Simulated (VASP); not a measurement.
Output of a VASP run:

### OUTCAR
```
 ion  position               nearest neighbor table
   1  0.000  0.000  0.000-
  LATTYP: Found a face centered cubic cell.
 ALAT       =     3.8414878658
 Subroutine PRICEL returns:
 Original cell was already a primitive cell.
 Subroutine GETGRP returns: Found 48 space group operations
The static configuration has the point symmetry O_h .
The dynamic configuration has the point symmetry O_h .
 Subroutine INISYM returns: Found 48 space group operations
 Subroutine IBZKPT returns following result:
 Found    145 irreducible k-points:

 Following reciprocal coordinates:
            Coordinates               Weight
  0.000000  0.000000  0.000000      1.000000
  0.062500  0.000000  0.000000      8.000000
  0.125000  0.000000  0.000000      8.000000
  0.187500  0.000000  0.000000      8.000000
  0.250000  0.000000  0.000000      8.000000
  0.312500  0.000000  0.000000      8.000000
  0.375000  0.000000  0.000000      8.000000
  0.437500  0.000000  0.000000      8.000000
  0.500000  0.000000  0.000000      4.000000
  0.062500  0.062500  0.000000      6.000000
  0.125000  0.062500  0.000000     24.000000
  0.187500  0.062500  0.000000     24.000000
  0.250000  0.062500  0.000000     24.000000
  0.312500  0.062500  0.000000     24.000000
  0.375000  0.062500  0.000000     24.000000
  0.437500  0.062500  0.000000     24.000000
  0.500000  0.062500  0.000000     24.000000
 -0.437500  0.062500  0.000000     24.000000
 -0.375000  0.062500  0.000000     24.000000
 -0.312500  0.062500  0.000000     24.000000
 -0.250000  0.062500  0.000000     24.000000
 -0.187500  0.062500  0.000000     24.000000
 -0.125000  0.062500  0.000000     24.000000
 -0.062500  0.062500  0.000000     12.000000
  0.125000  0.125000  0.000000      6.000000
  0.187500  0.125000  0.000000     24.000000
  0.250000  0.125000  0.000000     24.000000
  0.312500  0.125000  0.000000     24.000000
  0.375000  0.125000  0.000000     24.000000
  0.437500  0.125000  0.000000     24.000000
  0.500000  0.125000  0.000000     24.000000
 -0.437500  0.125000  0.000000     24.000000
 -0.375000  0.125000  0.000000     24.000000
 -0.312500  0.125000  0.000000     24.000000
 -0.250000  0.125000  0.000000     24.000000
 -0.187500  0.125000  0.000000     24.000000
 -0.125000  0.125000  0.000000     12.000000
  0.187500  0.187500  0.000000      6.000000
  0.250000  0.187500  0.000000     24.000000
  0.312500  0.187500  0.000000     24.000000
   k-points           NKPTS =    145   k-points in BZ     NKDIM =    145   number of bands    NBANDS=      9
   number of dos      NEDOS =    301   number of ions     NIONS =      1
   total plane-waves  NPLWV =   8000
   dimension x,y,z NGX =    20 NGY =   20 NGZ =   20
   dimension x,y,z NGXF=    40 NGYF=   40 NGZF=   40
   ions per type =               1
   PREC   = accura    normal or accurate (medium, high low for compatibility)
   ISTART =      0    job   : 0-new  1-cont  2-samecut
   ICHARG =      2    charge: 1-file 2-atom 10-const
   ISPIN  =      1    spin polarized calculation?
   LNONCOLLINEAR =      F non collinear calculations
   LSORBIT =      F    spin-orbit coupling
   INIWAV =      1    electr: 0-lowe 1-rand  2-diag
   ENCUT  =  500.0 eV  36.75 Ry    6.06 a.u.   4.95  4.95  4.95*2*pi/ulx,y,z
   NELM   =    100;   NELMIN=  2; NELMDL= -5     # of ELM steps
   EDIFF  = 0.1E-05   stopping-criterion for ELM
   LREAL  =      F    real-space projection
   NLSPLINE    = F    spline interpolate recip. space projectors
   LMAXMIX     =    4 max onsite mixed and CHGCAR
   VOSKOWN=      0    Vosko Wilk Nusair interpolation
   EDIFFG = -.2E-01   stopping-criterion for IOM
   NSW    =     40    number of steps for IOM
   NBLOCK =      1;   KBLOCK =     40    inner block; outer block
   IBRION =      2    ionic relax: 0-MD 1-quasi-New 2-CG
   NFREE  =      1    steps in history (QN), initial steepest desc. (CG)
...
```

**OSZICAR**
```
       N       E                     dE             d eps       ncg     rms          rms(c)
DAV:   1     0.372778090191E+02    0.37278E+02   -0.52266E+03  2610   0.101E+03
DAV:   2    -0.647132235117E+01   -0.43749E+02   -0.42717E+02  2844   0.194E+02
DAV:   3    -0.683756931494E+01   -0.36625E+00   -0.36485E+00  3066   0.207E+01
DAV:   4    -0.683952724974E+01   -0.19579E-02   -0.19577E-02  3106   0.137E+00
DAV:   5    -0.683954998424E+01   -0.22734E-04   -0.22734E-04  3042   0.123E-01    0.911E+00
DAV:   6    -0.651477898833E+01    0.32477E+00   -0.14696E+00  2675   0.115E+01    0.433E+00
DAV:   7    -0.649914509820E+01    0.15634E-01   -0.83296E-03  2918   0.856E-01    0.226E+00
DAV:   8    -0.649333212934E+01    0.58130E-02   -0.15216E-03  2861   0.337E-01    0.509E-02
DAV:   9    -0.649334082595E+01   -0.86966E-05   -0.98466E-06  3491   0.318E-02    0.153E-02
DAV:  10    -0.649334385910E+01   -0.30331E-05   -0.14381E-06  2920   0.110E-02    0.120E-03
DAV:  11    -0.649334385494E+01    0.41529E-08   -0.10873E-08  1397   0.110E-03
   1 F= -.64933439E+01 E0= -.64933904E+01  d E =-.649334E+01
```

**OUTCAR**
```
------------------------ aborting loop because EDIFF is reached ----------------------------------------
  FORCE on cell =-STRESS in cart. coord.  units (eV):
  Direction    XX          YY          ZZ          XY          YZ          ZX
  --------------------------------------------------------------------------------------
  Total        0.0005980      0.0005980      0.0005980     -0.0000000      0.0000000     -0.0000000
  in kB        0.0676071      0.0676071      0.0676071     -0.0000000      0.0000000     -0.0000000
  external PRESSURE =       0.0676071 kB  Pullay stress =       0.0000000 kB
  volume of cell :       14.17
      direct lattice vectors                 reciprocal lattice vectors
     0.000000000  1.920743933  1.920743933    -0.260315803  0.260315803  0.260315803
     1.920743933  0.000000000  1.920743933     0.260315803 -0.260315803  0.260315803
     1.920743933  1.920743933  0.000000000     0.260315803  0.260315803 -0.260315803
 POSITION                                       TOTAL-FORCE (eV/Angst)
 -----------------------------------------------------------------------------------
      0.00000      0.00000      0.00000         0.000000     -0.000000     -0.000000
 -----------------------------------------------------------------------------------
    total drift:                               -0.000000     -0.000000     -0.000000
  FREE ENERGIE OF THE ION-ELECTRON SYSTEM (eV)
  ---------------------------------------------------
  free  energy   TOTEN  =        -6.4933438549 eV

  energy  without entropy=       -6.4934835433  energy(sigma->0) =       -6.49339042

 reached required accuracy - stopping structural energy minimisation
```
(Selected blocks of OUTCAR.)

File POSCAR:
```
Pd
1
    0.0000000000     1.9207439329     1.9207439329
    1.9207439329     0.0000000000     1.9207439329
    1.9207439329     1.9207439329    -0.0000000000
Pd
1
Direct
  0.0000000000   0.0000000000   0.0000000000
```

Q: Write an INCAR and KPOINTS that could have produced this output.

A: Several could match; the one computed here: the input of the run itself, LDA (Ceperley-Alder, Perdew-Zunger), plane waves, VASP's LDA PAW potentials (set 64).

KPOINTS:
```
Automatic mesh
0
Gamma
16 16 16
0 0 0
```

**INCAR**
```
ALGO = Normal
EDIFF = 1E-6
EDIFFG = -0.02
ENCUT = 500
IBRION = 2
ISIF = 3
ISMEAR = 1
LASPH = .True.
LCHARG = .False.
LMAXMIX = 4
LREAL = .False.
LWAVE = .False.
NELM = 100
NSW = 40
PREC = Accurate
SIGMA = 0.1
SYSTEM = Pd
```

POTCAR, in this order: Pd (LDA.64 set). Program: vasp_std.

The compound is Pd in the fcc structure. It was relaxed first.
